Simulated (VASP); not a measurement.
These are revTPSS meta-GGA, VASP's PBE PAW potentials (set 64) (plane waves; VASP 6.6.1) values and carry that method's errors.

Input for VASP

**KPOINTS**
```
Automatic mesh
0
Gamma
13 13 13
0 0 0
```

**INCAR**
```
! general
SYSTEM   =  NiAl
PREC     =  Accurate
ENCUT    =  520
LREAL    =  .FALSE.
LASPH    =  .TRUE.

! electronic loop
EDIFF    =  1E-7
NELM     =  100
ALGO     =  Normal
LMAXMIX  =  4
LMIXTAU  =  .TRUE.

! smearing
ISMEAR   =  1
SIGMA    =  0.1

! functional
METAGGA  =  RTPSS

! ions
ISIF     =  2

! output
LWAVE    =  .FALSE.
LCHARG   =  .FALSE.
```

File POSCAR:
```
NiAl
1.0
  2.9175844596   0.0000000000   0.0000000000
  0.0000000000   2.9175844596   0.0000000000
  0.0000000000   0.0000000000   2.9175844596
Al Ni
1 1
Cart
  1.4587922298   1.4587922298   1.4587922298
  0.0000000000   0.0000000000   0.0000000000
```

POTCAR, in this order: Al Ni (PBE.64 set). Program: vasp_std.

Output

### OSZICAR
```
       N       E                     dE             d eps       ncg     rms          rms(c)
DAV:   1     0.885905706452E+02    0.88591E+02   -0.91012E+03  1696   0.230E+03
DAV:   2     0.182370923649E+02   -0.70353E+02   -0.67917E+02  1774   0.344E+02
DAV:   3     0.142304379122E+02   -0.40067E+01   -0.39829E+01  2282   0.109E+02
DAV:   4     0.141403612554E+02   -0.90077E-01   -0.90013E-01  2468   0.171E+01
DAV:   5     0.141379565084E+02   -0.24047E-02   -0.24046E-02  2432   0.242E+00    0.710E+00
DAV:   6    -0.154843986476E+02   -0.29622E+02   -0.10715E+02  2340   0.111E+02    0.254E+01
DAV:   7    -0.110531278302E+02    0.44313E+01   -0.68517E+00  2250   0.420E+01    0.158E+01
DAV:   8    -0.920424133439E+01    0.18489E+01   -0.33847E+00  2022   0.279E+01    0.902E+00
DAV:   9    -0.829584856932E+01    0.90839E+00   -0.61544E+00  1942   0.382E+01    0.175E+00
DAV:  10    -0.840464112332E+01   -0.10879E+00   -0.71352E-01  2388   0.111E+01    0.352E+00
DAV:  11    -0.836607946071E+01    0.38562E-01   -0.60602E-02  2062   0.307E+00    0.246E+00
DAV:  12    -0.831112377245E+01    0.54956E-01   -0.12985E+00  1858   0.200E+01    0.211E+00
DAV:  13    -0.829944834262E+01    0.11675E-01   -0.25937E-01  1852   0.986E+00    0.240E-01
DAV:  14    -0.830100448036E+01   -0.15561E-02   -0.42958E-03  1892   0.126E+00    0.309E-01
DAV:  15    -0.830075682408E+01    0.24766E-03   -0.46832E-04  1912   0.415E-01    0.299E-01
DAV:  16    -0.830075217709E+01    0.46470E-05   -0.55050E-04  2160   0.316E-01    0.995E-02
DAV:  17    -0.830070160751E+01    0.50570E-04   -0.15670E-04  2080   0.193E-01    0.285E-02
DAV:  18    -0.830072419679E+01   -0.22589E-04   -0.11772E-05  2050   0.406E-02    0.111E-02
DAV:  19    -0.830072953047E+01   -0.53337E-05   -0.23063E-06  1724   0.266E-02    0.251E-03
DAV:  20    -0.830072970359E+01   -0.17313E-06   -0.12810E-07  1430   0.547E-03    0.197E-03
DAV:  21    -0.830072985782E+01   -0.15423E-06   -0.24527E-07   856   0.912E-03    0.679E-04
DAV:  22    -0.830072984600E+01    0.11819E-07   -0.11409E-08   840   0.140E-03
   1 F= -.83007298E+01 E0= -.83008477E+01  d E =0.353694E-03
```

OUTCAR:
```
------------------------ aborting loop because EDIFF is reached ----------------------------------------
  FORCE on cell =-STRESS in cart. coord.  units (eV):
  Direction    XX          YY          ZZ          XY          YZ          ZX
  --------------------------------------------------------------------------------------
  Total       -1.4585179     -1.4585179     -1.4585179     -0.0000000     -0.0000000     -0.0000000
  in kB      -94.0918575    -94.0918575    -94.0918575     -0.0000000     -0.0000000     -0.0000000
  external PRESSURE =     -94.0918575 kB  Pullay stress =       0.0000000 kB
  volume of cell :       24.84
      direct lattice vectors                 reciprocal lattice vectors
     2.917584460  0.000000000  0.000000000     0.342749289  0.000000000  0.000000000
     0.000000000  2.917584460  0.000000000     0.000000000  0.342749289  0.000000000
     0.000000000  0.000000000  2.917584460     0.000000000  0.000000000  0.342749289
 POSITION                                       TOTAL-FORCE (eV/Angst)
 -----------------------------------------------------------------------------------
      1.45879      1.45879      1.45879         0.000000      0.000000      0.000000
      0.00000      0.00000      0.00000         0.000000      0.000000      0.000000
 -----------------------------------------------------------------------------------
    total drift:                                0.000000      0.000000     -0.000000
  FREE ENERGIE OF THE ION-ELECTRON SYSTEM (eV)
  ---------------------------------------------------
  free  energy   TOTEN  =        -8.3007298460 eV

  energy  without entropy=       -8.3010835402  energy(sigma->0) =       -8.30084774
```
(Selected blocks of OUTCAR.)

The compound is NiAl in the CsCl type structure. This cell is one point of a volume scan, at 1.06 of the reference volume. The run is not spin-polarised, so no magnetic state was tried. The electron count is odd and the run is not spin-polarised, which forces a metal.
